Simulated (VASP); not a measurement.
A cell of Dy (hcp) near equilibrium:

```xyz
2
Lattice="1.7767 -3.0773 0.0000 1.7767 3.0773 0.0000 0.0000 0.0000 5.5068" Properties=species:S:1:pos:R:3 pbc="T T T"
Dy     1.7767     1.0258     1.3767
Dy     1.7767    -1.0258     4.1301
```

Method: PBEsol GGA, VASP's PBE PAW potentials (set 64) (plane waves; VASP).

The 4f electrons are frozen in the core of the lanthanide potential, so 4f levels, which can set the real gap, and their magnetism are missing.

```
run               ΔE (meV/atom)    σxx    σyy    σzz  largest shear component, with its sign (GPa)  largest force (eV/Å)
----------------  -------------  -----  -----  -----  --------------------------------------------  --------------------
as it is                    0.0  -0.06  -0.06  -0.07                                          0.00                 0.000
after one change            0.8  -0.07  -0.11  -0.01                                         -0.17                 0.059
```
Stress is in GPa, positive when the cell is compressed.

Which change was made?
A) biaxial strain of +2.0 % in the xz plane
B) biaxial strain of -3.0 % in the yz plane with the ions relaxed
C) atom 2 (Dy) moved by 0.050 Å along x

C, atom 2 (Dy) moved by 0.050 Å along x

The compound is Dy in the hcp structure.
